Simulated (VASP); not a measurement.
```yaml
crystal:
  lattice:
    - [3.13134, 0.00000, 0.00000]
    - [-1.56567, 2.71182, 0.00000]
    - [0.00000, 0.00000, 10.25120]
  atoms:
    - { symbol: Si, position: [0.00000, 0.00000, 0.00000] }
    - { symbol: Si, position: [0.00000, 0.00000, 0.50000] }
    - { symbol: Si, position: [0.66667, 0.33333, 0.75018] }
    - { symbol: Si, position: [0.33333, 0.66667, 0.25018] }
    - { symbol: C, position: [0.00000, 0.00000, 0.81216] }
    - { symbol: C, position: [0.00000, 0.00000, 0.31216] }
    - { symbol: C, position: [0.66667, 0.33333, 0.56329] }
    - { symbol: C, position: [0.33333, 0.66667, 0.06329] }
```

These are revPBE GGA, VASP's PBE PAW potentials (set 64) (plane waves; VASP) values and carry that method's errors. Settings: 400 eV cut-off, 10×10×3 Γ-centred mesh, Fermi-Dirac smearing of 0.10 eV, potentials Si C.

At this cut-off the stress carries a Pulay error, which pulls relaxed volumes low.

Question: What does the run give for the energy per atom (σ→0), pressure?

Answer: 
```yaml
energy per atom (σ→0): -7.224 eV/atom
pressure: -6.17 GPa
```

Total energies compare only between runs with the same potentials, cut-off and functional.

The structure was generated: SiC was put into an ordered model structure, which need not be its known phase. The cell was not relaxed at this level.
